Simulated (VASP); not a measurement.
Method: optB86b-vdW, VASP's PBE PAW potentials (set 64) (plane waves; VASP).

The input files of a VASP run:

KPOINTS:
```
K-points
0
Gamma
 13 13 13
0 0 0
```

**INCAR**
```
# general
SYSTEM  =Pb
PREC    =Accurate
ENCUT   =520   # plane-wave cut-off (eV)
LREAL   =.FALSE.   # projection in real space or not
LASPH   =.TRUE.   # aspherical one-centre terms

# electronic loop
EDIFF   =1E-7   # SCF stop (eV)
NELM    =100   # most electronic steps
ALGO    =Normal
LMAXMIX =4

# smearing
ISMEAR  =1
SIGMA   =0.1   # width (eV)

# functional
GGA     =MK
LUSE_VDW=.TRUE.
AGGAC   =0.0
PARAM1  =0.1234
PARAM2  =1.0

# ions
ISIF    =2

# output
LWAVE   =.FALSE.
LCHARG  =.FALSE.
```

POSCAR:
```
Pb
3.5126190
  0.0000000000   0.7071068354   0.7071068354
  0.7071068354   0.0000000000   0.7071068354
  0.7071068354   0.7071068354   0.0000000000
Pb
1
Direct
  0.0000000000   0.0000000000   0.0000000000
```

POTCAR, in this order: Pb_d (PBE.64 set). Program: vasp_std.

What VASP printed:

**OUTCAR**
```
 ion  position               nearest neighbor table
   1  0.000  0.000  0.000-
  LATTYP: Found a face centered cubic cell.
 ALAT       =     4.9675938100
 Subroutine PRICEL returns:
 Original cell was already a primitive cell.
 Subroutine GETGRP returns: Found 48 space group operations
The static configuration has the point symmetry O_h .
The dynamic configuration has the point symmetry O_h .
 Subroutine INISYM returns: Found 48 space group operations
 Subroutine IBZKPT returns following result:
 Found     84 irreducible k-points:

 Following reciprocal coordinates:
            Coordinates               Weight
  0.000000  0.000000  0.000000      1.000000
  0.076923  0.000000  0.000000      8.000000
  0.153846  0.000000  0.000000      8.000000
  0.230769  0.000000  0.000000      8.000000
  0.307692  0.000000  0.000000      8.000000
  0.384615  0.000000  0.000000      8.000000
  0.461538  0.000000  0.000000      8.000000
  0.076923  0.076923  0.000000      6.000000
  0.153846  0.076923  0.000000     24.000000
  0.230769  0.076923  0.000000     24.000000
  0.307692  0.076923  0.000000     24.000000
  0.384615  0.076923  0.000000     24.000000
  0.461538  0.076923  0.000000     24.000000
 -0.461538  0.076923  0.000000     24.000000
 -0.384615  0.076923  0.000000     24.000000
 -0.307692  0.076923  0.000000     24.000000
 -0.230769  0.076923  0.000000     24.000000
 -0.153846  0.076923  0.000000     24.000000
 -0.076923  0.076923  0.000000     12.000000
  0.153846  0.153846  0.000000      6.000000
  0.230769  0.153846  0.000000     24.000000
  0.307692  0.153846  0.000000     24.000000
  0.384615  0.153846  0.000000     24.000000
  0.461538  0.153846  0.000000     24.000000
 -0.461538  0.153846  0.000000     24.000000
...
```

### OSZICAR
```
       N       E                     dE             d eps       ncg     rms          rms(c)
DAV:   1     0.106729294315E+03    0.10673E+03   -0.73599E+03  1865   0.148E+03
DAV:   2     0.421279150899E+01   -0.10252E+03   -0.10027E+03  1893   0.327E+02
DAV:   3    -0.367166698024E+00   -0.45800E+01   -0.45529E+01  2146   0.804E+01
DAV:   4    -0.474755293929E+00   -0.10759E+00   -0.10756E+00  2195   0.135E+01
DAV:   5    -0.479362619923E+00   -0.46073E-02   -0.46072E-02  2280   0.258E+00    0.518E-01
DAV:   6    -0.469832211553E+00    0.95304E-02   -0.15327E-02  2263   0.232E+00    0.247E-01
DAV:   7    -0.467444502445E+00    0.23877E-02   -0.64206E-03  2202   0.143E+00    0.772E-02
DAV:   8    -0.467336503743E+00    0.10800E-03   -0.37668E-04  2225   0.387E-01    0.115E-02
DAV:   9    -0.467332272304E+00    0.42314E-05   -0.15584E-05  2267   0.792E-02    0.501E-03
DAV:  10    -0.467332122796E+00    0.14951E-06   -0.16075E-06  2007   0.122E-02    0.250E-04
DAV:  11    -0.467332114251E+00    0.85445E-08   -0.35298E-08  1296   0.243E-03
   1 F= -.46733211E+00 E0= -.46726165E+00  d E =-.211389E-03
```

### OUTCAR
```
------------------------ aborting loop because EDIFF is reached ----------------------------------------
  FORCE on cell =-STRESS in cart. coord.  units (eV):
  Direction    XX          YY          ZZ          XY          YZ          ZX
  --------------------------------------------------------------------------------------
  Total        0.0306134      0.0306134      0.0306134     -0.0000000     -0.0000000      0.0000000
  in kB        1.6004551      1.6004551      1.6004551     -0.0000000     -0.0000000      0.0000000
  external PRESSURE =       1.6004551 kB  Pullay stress =       0.0000000 kB
  volume of cell :       30.65
      direct lattice vectors                 reciprocal lattice vectors
     0.000000000  2.483796905  2.483796905    -0.201304704  0.201304704  0.201304704
     2.483796905  0.000000000  2.483796905     0.201304704 -0.201304704  0.201304704
     2.483796905  2.483796905  0.000000000     0.201304704  0.201304704 -0.201304704
 POSITION                                       TOTAL-FORCE (eV/Angst)
 -----------------------------------------------------------------------------------
      0.00000      0.00000      0.00000        -0.000000      0.000000     -0.000000
 -----------------------------------------------------------------------------------
    total drift:                               -0.000000     -0.000000     -0.000000
  FREE ENERGIE OF THE ION-ELECTRON SYSTEM (eV)
  ---------------------------------------------------
  free  energy   TOTEN  =        -0.4673321143 eV

  energy  without entropy=       -0.4671207254  energy(sigma->0) =       -0.46726165
```
(Selected blocks of OUTCAR.)

The compound is Pb in the fcc structure. It was relaxed first.
